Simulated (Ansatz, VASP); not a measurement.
# KVSe3 in two plane-wave programs, part 3 of 3

Aim: how closely do two programs agree when they are given the same cell, functional and k mesh? The cell is generated by rule, not measured, and may not be a known phase. The cell is taken from a series of runs on this material, whose earlier steps may have relaxed, scaled, displaced or heated it; both programs get it as it stands.

VASP 6.6.1 and Ansatz 0.2.0.

So far: The starting structure; VASP: zone-centre phonons, PBEsol.

The structure was built from a prototype and need not be the compound's stable phase.

## (3) Ansatz: zone-centre phonons, PBEsol

Level of this step: Ansatz beside VASP: Kohn-Sham DFT, plane waves, PBEsol (Ansatz).

Ansatz runs on its PAW soft_1 files.

The same cell, functional, mesh and smearing now go to Ansatz, which takes its cutoff from its data sets.

Input file input.yaml:

```yaml
crystal:
  lattice:
    - [4.8592117424, 0.0, 0.0]
    - [0.0, 4.8592117424, 0.0]
    - [0.0, 0.0, 4.8592117424]
  atoms:
    - { symbol: K, position: [0.0, 0.0, 0.0] }
    - { symbol: V, position: [0.5, 0.5, 0.5] }
    - { symbol: Se, position: [0.5, 0.5, 0.0] }
    - { symbol: Se, position: [0.5, 0.0, 0.5] }
    - { symbol: Se, position: [0.0, 0.5, 0.5] }
kpoints:
  mp_grid: { grid: [8, 8, 8] }
hamiltonian:
  xc: pbesol
  pseudopotentials: { kind: paw, azcp: { folder: soft_1 }, xc_functional: pbe }
scf:
  occupations: { method: methfessel_paxton, width: 0.2 }
output:
  eigenvalues: true
phonons:
  method: dfpt
```

Launch:

```bash
ansatz run input.yaml --threads 8 --pin off --max-ram 16384MiB --backend cpu --events-out ev --progress --plain --runs-dir out
```

Numbers of over 12 decimals in the logs are rounded to 6 here.

What it wrote:

```text
zone centre: on kpoints.mp_grid the ground state, and the responses unless they are solved on pairs of k-points, stand on 125 of the mesh's 512 k-points, reduced under 8 symmetry operations, with k and −k counted as one. Each operation leaves every solved displacement unchanged or reverses it
Engine: ansatz 0.2.0, aarch64-unknown-linux-gnu
Pseudopotentials: kind: paw
Pseudopotential: K, paw, valence charge 9, recommended cutoff 420 eV (normal), soft_1/K.paw.azcp
Pseudopotential: V, paw, valence charge 13, recommended cutoff 420 eV (normal), soft_1/V.paw.azcp
Pseudopotential: Se, paw, valence charge 16, recommended cutoff 420 eV (normal), soft_1/Se.paw.azcp
Functional definition: PBEsol
  exchange = pbesol_x
  correlation = pbesol_c
Crystal: 5 atoms, lattice volume = 114.735 Å³
Basis set: ecut = 420 eV, 2205 PW (Γ), exchange–correlation on 72×72×72 points (8 copies of the dense FFT grid, shifted against one another)
Bands: 42, of which v1, the nominal top of the filled ones, is band 35 counted from 1 (34 counted from 0)
Symmetry: 48 space group operations
k-points: 125 of 512 (irreducible under 8 space group operations)
Non-local potential: K, projectors of the file, l = 0: 3, l = 1: 2, l = 2: 2
Non-local potential: V, projectors of the file, l = 0: 3, l = 1: 2, l = 2: 3, l = 3: 1
Non-local potential: Se, projectors of the file, l = 0: 2, l = 1: 2, l = 2: 3, l = 3: 1
PAW form: soft (Blöchl's): semilocal exchange-correlation on the pseudo side does not see the compensation charge
PAW frozen core: K, regenerated for the run's functional, and the local potential with it (the file was generated under x = pbe(κ = 0.804, μ = 0.219515), c = pbe(β = 0.066725))
PAW frozen core: V, regenerated for the run's functional, and the local potential with it (the file was generated under x = pbe(κ = 0.804, μ = 0.219515), c = pbe(β = 0.066725))
PAW frozen core: Se, regenerated for the run's functional, and the local potential with it (the file was generated under x = pbe(κ = 0.804, μ = 0.219515), c = pbe(β = 0.066725))
PAW one-centre angular grid: K, 110 points (default); XC on 64 Gauss nodes
PAW one-centre angular grid: V, 590 points (default); XC on 64 Gauss nodes
PAW one-centre angular grid: Se, 590 points (default); XC on 64 Gauss nodes
Initial density: superposition of atomic densities (chi_scale 0.1, normalization cell, long waves kept (reshape's long-wave potential 0.00 eV rms))
Initial wavefunctions: pseudopotential atomic-orbital guess
Functional: x = pbesol(κ = 0.804, μ = 0.123457), c = pbesol(β = 0.046)
SCF iter   1: F=—  HF=-20681.448237 eV  |F-HF|=—  |Δ(HF+E_count)|=         —  Δρ=1.99e-1  dr2=7.56e1  ethr=3.10e-3  ⟨swp⟩=7.5  Hψ=19782  notcnv=0
preconditioner: auto → Kerker (q_TF=auto, 2.513 Å⁻¹)  [metal: Δε(μ)=0.037 eV  Ē_g=9.270 eV  σ=0.200 eV  W_gap=0.16  n_scr=26 (ndim 8)  ℏωp=19.0 eV  f_vac=0.002  D(μ)=9.28/eV (n_scr^D=92)]
SCF iter   2: F=—  HF=-20678.177328 eV  |F-HF|=—  |Δ(HF+E_count)|=    3.27e0  S|Δr|=    0.00e0  Δρ=7.91e-2  dr2=1.34e1  ethr=3.10e-3  ⟨swp⟩=2.5  Hψ=8822  notcnv=0  defer=28
SCF iter   3: F=—  HF=-20677.105978 eV  |F-HF|=—  |Δ(HF+E_count)|=    1.07e0  S|Δr|=    0.00e0  Δρ=2.23e-2  dr2=1.05e0  ethr=3.10e-3  ⟨swp⟩=2.8  Hψ=8015  notcnv=0  defer=28
SCF iter   4: F=—  HF=-20677.019063 eV  |F-HF|=—  |Δ(HF+E_count)|=   8.69e-2  S|Δr|=    0.00e0  Δρ=3.79e-3  dr2=2.64e-2  ethr=1.50e-3  ⟨swp⟩=2.3  Hψ=6664  notcnv=0
SCF iter   5: F=—  HF=-20677.014706 eV  |F-HF|=—  |Δ(HF+E_count)|=   4.36e-3  S|Δr|=    0.00e0  Δρ=1.40e-3  dr2=5.30e-3  ethr=3.78e-5  ⟨swp⟩=2.0  Hψ=6891  notcnv=0
SCF iter   6: F=—  HF=-20677.014188 eV  |F-HF|=—  |Δ(HF+E_count)|=   5.18e-4  S|Δr|=    0.00e0  Δρ=6.47e-4  dr2=1.03e-3  ethr=7.58e-6  ⟨swp⟩=2.0  Hψ=9354  notcnv=0
SCF iter   7: F=—  HF=-20677.013876 eV  |F-HF|=—  |Δ(HF+E_count)|=   3.12e-4  S|Δr|=    0.00e0  Δρ=4.21e-4  dr2=3.99e-4  ethr=1.47e-6  ⟨swp⟩=2.7  Hψ=8519  notcnv=0
SCF iter   8: F=—  HF=-20677.013864 eV  |F-HF|=—  |Δ(HF+E_count)|=   1.17e-5  S|Δr|=    0.00e0  Δρ=1.72e-4  dr2=6.83e-5  ethr=5.70e-7  ⟨swp⟩=1.0  Hψ=5250  notcnv=0
SCF iter   9: F=—  HF=-20677.013861 eV  |F-HF|=—  |Δ(HF+E_count)|=   3.21e-6  S|Δr|=    0.00e0  Δρ=2.27e-5  dr2=1.15e-6  ethr=9.76e-8  ⟨swp⟩=1.7  Hψ=5599  notcnv=0
SCF iter  10: F=—  HF=-20677.013862 eV  |F-HF|=—  |Δ(HF+E_count)|=   1.12e-6  S|Δr|=    0.00e0  Δρ=1.01e-5  dr2=1.91e-7  ethr=1.65e-9  ⟨swp⟩=2.0  Hψ=6867  notcnv=0
SCF iter  11: F=—  HF=-20677.013862 eV  |F-HF|=—  |Δ(HF+E_count)|=   6.47e-8  S|Δr|=    0.00e0  Δρ=3.41e-6  dr2=2.60e-8  ethr=2.73e-10  ⟨swp⟩=2.0  Hψ=6319  notcnv=0
SCF iter  12: F=—  HF=-20677.013862 eV  |F-HF|=—  |Δ(HF+E_count)|=   1.24e-9  S|Δr|=    0.00e0  Δρ=5.95e-7  dr2=4.36e-10  ethr=3.71e-11  ⟨swp⟩=2.0  Hψ=6527  notcnv=0
SCF iter  13: F=—  HF=-20677.013862 eV  |F-HF|=—  |Δ(HF+E_count)|=  2.47e-10  S|Δr|=    0.00e0  Δρ=1.54e-7  dr2=2.60e-11  ethr=1.00e-12  ⟨swp⟩=2.0  Hψ=9431  notcnv=0
SCF iter  14: F=-20677.013862 eV  HF=-20677.013862 eV  |F-HF|=1.09e-11  |Δ(HF+E_count)|=  1.09e-11  S|Δr|=    0.00e0  Δρ=2.99e-8  dr2=1.39e-12  ethr=1.00e-12  ⟨swp⟩=6.6  Hψ=24766  notcnv=0
SCF 1 converged in 14 iterations: F = -20677.013862 eV  dr2 = 1.39e-12
  greatest PAW one-centre occupation: 1.000 electrons in one spin orbital (limit 2), on the Se atom at site 2 (counted from 0), in its partial waves of l = 2
DFPT response loops at Γ: preconditioner auto → Kerker (q_TF=auto, 2.513 Å⁻¹) (partly filled bands, converged f_vac=0.028); β = 1.00, the filter's whole step (`scf.mixing.beta` (0.50) is not read by the response loops under this deck's `scf.mixing.preconditioner`; to damp them name `kerker` or `kerker_dos`, under which they read `scf.mixing.beta`, and type it under 1.00, their step now; both keys bind the ground state too); Broyden in place of MSR1
SCF converged after 14 iterations
Stability not checked: this state was not tested for a lower state beside it, because cold or Methfessel-Paxton smearing, or corrected tetrahedra, fill the levels in a way that the test cannot read (fill_not_monotonic; see scf.lower_state_search)
Free energy (F): -20677.013862 eV
Harris-Foulkes:  -20677.013862 eV  (|F-HF|=1.09e-11)
Internal energy: -20677.022411 eV  (E = F + TS)
E sigma→0 (E₀):  -20677.015999 eV
Entropy (-TS):   0.008548 eV (1.710 meV/atom)
Fermi energy:    8.381485 eV
Step filling:    the computed levels leave a gap of 0.0000 eV = 0.0 smearing widths at the electron count; against every level under it full and every level over it empty, smearing changes F+E_penalty+E_count by +4.941 meV and its σ→0 estimate by +2.804 meV
--- Per-component energies (eV) ---
  E_band       = -1468.836036
  E_kinetic    = 884.113795
  E_local      = -10347.039593  (includes V_loc(G=0)·N_el)
  E_nonlocal   = -962.272529
  E_hartree    = 5173.561296
  E_xc         = -502.038245
  E_vxc        = -580.779797  (∫ρ·V_xc dr)
  E_paw        = -8120.068427  (= ΣΔE_a)
  E_vpaw       = -809.980428  (= ΣTr[D̂ρ^β])
  E_aug_tail   = 0.000047  (compensation charges beyond the density's cutoff)
  E_ewald      = -6806.561674
  E_core_change = 3.282920  (= ΣΔE_core)
  E_smearing   = 0.008548  (= −TS)
  E_closure    = -0.000000  (closes the sum)
  Σ components = -20677.013862   (vs F -20677.013862, Δ=0.00e0)
--- Band table (eV; the first three rows and the last of 125) ---
  k-point 0: bands = [... 31 lower, 7.2256, 7.4402, 7.4402, 7.4402, 8.2429, 8.2429, 8.2429, 8.6186, ... 3 higher]
  k-point 1: bands = [... 31 lower, 7.0921, 7.4459, 7.5086, 7.7292, 7.7292, 8.4246, 8.4246, 8.6263, ... 3 higher]
  k-point 2: bands = [... 31 lower, 6.6228, 6.8090, 7.4595, 7.8063, 7.8063, 8.6389, 8.8347, 8.8347, ... 3 higher]
  k-point 124: bands = [... 31 lower, 4.5019, 8.8920, 8.8920, 8.8920, 9.1406, 9.1406, 9.1406, 12.0065, ... 3 higher]
--- Phonons (Γ-DFPT): 4 representative perturbations + reference, on 125 of 512 k-points (Σ response iterations 12) ---
  k mesh reduced under 8 symmetry operations, with k and −k counted as one. Each operation leaves every solved displacement unchanged or reverses it
  ASR residual: 4.502e-5 → 0.000e0 eV/Å²; symmetrization residual: 3.913e-6 eV/Å²
  ASR residual per site (eV/Å²): 2.34e-6 1.08e-5 4.50e-5 4.50e-5 4.50e-5
  Γ frequencies (cm⁻¹): -105.65 -105.65 -105.65 0.00 0.00 0.00 64.10 64.10 64.10 107.20 107.20 107.20 210.76 210.76 210.76
  non-analytic LO–TO correction: not included (Born effective charges unavailable; polar crystals: no LO–TO splitting at Γ)
```

## (4) Comparison

Known differences besides the potentials themselves: the data sets hold 70 valence electrons in Ansatz (on its PAW soft_1 files) and 40 in VASP; the cutoff is 420 eV in Ansatz and 500 eV in VASP; Ansatz makes its cores anew for this functional, VASP keeps those of its PBE data sets. Total energies have different zeros and are not compared.

The two programs side by side:

```
                                                   quantity  Ansatz    VASP  difference
optical mode 1 to 3 (imaginary, printed as negative) (cm⁻¹)  -105.7  -107.4        +1.8
                                 optical mode 4 to 6 (cm⁻¹)    64.1    64.8     -1.03 %
                                 optical mode 7 to 9 (cm⁻¹)   107.2   108.7     -1.34 %
                               optical mode 10 to 12 (cm⁻¹)   210.8   211.8     -0.47 %
```

Modes are paired by rising frequency, not by their patterns, so a pair may set unlike modes beside each other; they are those without the splitting of longitudinal modes.

## (5) Outcome

| Item | Value |
| --- | --- |
| r.m.s. difference of the optical zone-centre modes, each program's sorted by frequency (zone-centre phonons, PBEsol) | 1.3 cm⁻¹ |
| difference in optical mode 7 to 9 (zone-centre phonons, PBEsol) | -1.3 % |

**Reading.** The r.m.s. difference of the optical zone-centre modes, each program's sorted by frequency is 1.3 cm⁻¹ (zone-centre phonons, PBEsol). The data sets hold unlike numbers of valence electrons (70 in Ansatz and 40 in VASP), so part of the differences comes from the potentials. Among the rows given in per cent, the largest difference of the zone-centre phonons, PBEsol pair is in optical mode 7 to 9, -1.3 %. How closely two codes agree says nothing of how well the functional describes the real material.

[Lines on the potential files, build, host, timing and source positions are cut from VASP's logs without a mark.]

[Logs are printed without paths, hosts, clocks, repeated set-up lines and the standing remarks that a program may print on its own settings, such as how far it seeks lower states.]

[Hosts, paths, dates, database ids (printed as entryN), source tags and the programs' standing remarks are cut or masked in the printed files.]
